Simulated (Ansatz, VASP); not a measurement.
# Two plane-wave programs on Si2BiTe2

```
Si Bi Te
1.0
     4.44114    0.00000    0.00000
     0.00000    4.44114    0.00000
     0.00000    0.00000   10.63469
Si Bi Te
2 1 2
Cartesian
  2.2206 2.2206 8.1413
  2.2206 2.2206 2.4934
  2.2206 2.2206 5.3173
  0.0000 0.0000 5.3173
  2.2206 2.2206 0.0000
```

Alike in both runs: functional PBE; k mesh 4 × 4 × 2; occupations gaussian, width 0.1 eV; no spin polarisation.

Ansatz relaxed the structure, and its values are those at the end. VASP's run is a single point on that final structure, the one shown.

```csv
,VASP,Ansatz
version,VASP 6.6.1,Ansatz 0.2.0
potentials or method,"VASP PAW PBE potentials, release 64 (Si, Bi_d, Te)","scalar-relativistic, plane waves, PAW"
plane-wave cutoff (eV),520,420
valence electrons in the cell,35,55
```

```tsv
	VASP	Ansatz	Ansatz less VASP
gap on the k mesh at the Fermi level (eV)	none	none	-
pressure (GPa)	0.1	0.1	0.00
rms of the force components (eV/Å)	0.006	0.002	-0.0044
```

A gap of «none» marks a metal or a gap that the smearing closes. With one functional, cell and mesh, what is left measures potentials, basis and numerics. The two sets of potentials don't hold the same shells in valence.

Caveats: spin-orbit coupling is left out, which moves the levels of the heavy elements.
